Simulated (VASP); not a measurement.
OSZICAR of a VASP run on P (black):

**OSZICAR**
```
       N       E                     dE             d eps       ncg     rms          rms(c)
DAV:   1     0.673028794998E+02    0.67303E+02   -0.82451E+03  1092   0.120E+03
DAV:   2    -0.171649333949E+02   -0.84468E+02   -0.82050E+02  1456   0.176E+02
DAV:   3    -0.215884869200E+02   -0.44236E+01   -0.44054E+01  1470   0.439E+01
DAV:   4    -0.216512706761E+02   -0.62784E-01   -0.62724E-01  1376   0.615E+00
DAV:   5    -0.216529138902E+02   -0.16432E-02   -0.16427E-02  1526   0.902E-01    0.100E+01
DAV:   6    -0.215418068064E+02    0.11111E+00   -0.70292E-02  1278   0.158E+00    0.596E+00
DAV:   7    -0.214954661099E+02    0.46341E-01   -0.12163E-01  1374   0.216E+00    0.266E-01
DAV:   8    -0.214956697751E+02   -0.20367E-03   -0.10006E-02  1320   0.687E-01    0.134E-01
DAV:   9    -0.214957738929E+02   -0.10412E-03   -0.39336E-04  1480   0.146E-01    0.740E-02
DAV:  10    -0.214958112714E+02   -0.37379E-04   -0.65424E-05  1326   0.514E-02    0.288E-02
DAV:  11    -0.214958232943E+02   -0.12023E-04   -0.16454E-05  1362   0.335E-02    0.106E-02
DAV:  12    -0.214958238549E+02   -0.56061E-06   -0.60472E-07   870   0.595E-03
   1 F= -.21495824E+02 E0= -.21495791E+02  d E =-.660461E-04
```

**Question.** Which electronic solver shows in the log?

**Answer.** It is blocked Davidson (ALGO = Normal, or the opening steps of other solvers). The INCAR had ALGO = Normal.

**Question.** Can the final energy be trusted as converged?

**Answer.** Self-consistency was reached. It stopped with EDIFF = 1E-6, NELM = 100 (PBE GGA, plane waves, VASP's PBE PAW potentials (set 64)). Without a dispersion term in the relaxation, distances and binding between the weakly bound layers, chains or molecules are unreliable, and so is what depends on them.

The compound is P in the black structure. It was relaxed first, which changed the volume by +10 %.
